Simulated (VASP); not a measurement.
An input for Ansatz (written as the equivalent of a VASP run, and not itself run):

Ansatz 0.2 input:
```yaml
crystal:
  lattice:
    - [-2.0135660, 2.0135660, 2.0135660]
    - [2.0135660, -2.0135660, 2.0135660]
    - [2.0135660, 2.0135660, -2.0135660]
  atoms:
    - { symbol: Sm, position: [0.0000000, 0.0000000, 0.0000000], spin: 5 }
kpoints:
  mp_grid: { grid: [15, 15, 15] }
hamiltonian:
  xc: pbe
  pseudopotentials: { kind: paw }
magnetization: { spin_polarized: true }
scf:
  occupations: { method: fermi_dirac, width: 0.1 }
  max_iter: 100
output: { forces: true, stress: true, eigenvalues: true }
```

Question: Translate this input to VASP (INCAR, KPOINTS, POSCAR, choice of POTCAR).

Answer: Several could match; the one computed here: 
**POSCAR**
```
Sm
1
   -2.0135660000     2.0135660000     2.0135660000
    2.0135660000    -2.0135660000     2.0135660000
    2.0135660000     2.0135660000    -2.0135660000
Sm
1
Direct
  0.0000000000   0.0000000000   0.0000000000
```

**INCAR**
```
SYSTEM=Sm
PREC=Accurate; ENCUT=300; LREAL=.FALSE.
LASPH=.TRUE.
EDIFF=1E-6; NELM=100; ALGO=Normal
LMAXMIX=6
ISMEAR=-1; SIGMA=0.1
GGA=PE
ISPIN=2; MAGMOM=5.0
ISIF=2
LWAVE=.FALSE.; LCHARG=.FALSE.; LORBIT=11
```

File KPOINTS:
```
Automatic mesh
0
Gamma
15 15 15
0 0 0
```

POTCAR, in this order: Sm (PBE.64 set). Program: vasp_std.

Limits of the translation: each code has its own PAW files, so the cut-off isn't converted (ENCUT is set for VASP's; basis.ecutwfc is left out, and Ansatz then takes the one that its files recommend); Ansatz stops its SCF on the density residual and VASP on the energy change (EDIFF).

The structure was generated: Sm was put into an ordered model structure, which need not be its known phase. The cell was not relaxed at this level, and its volume differs by -5.9 % from the start's.
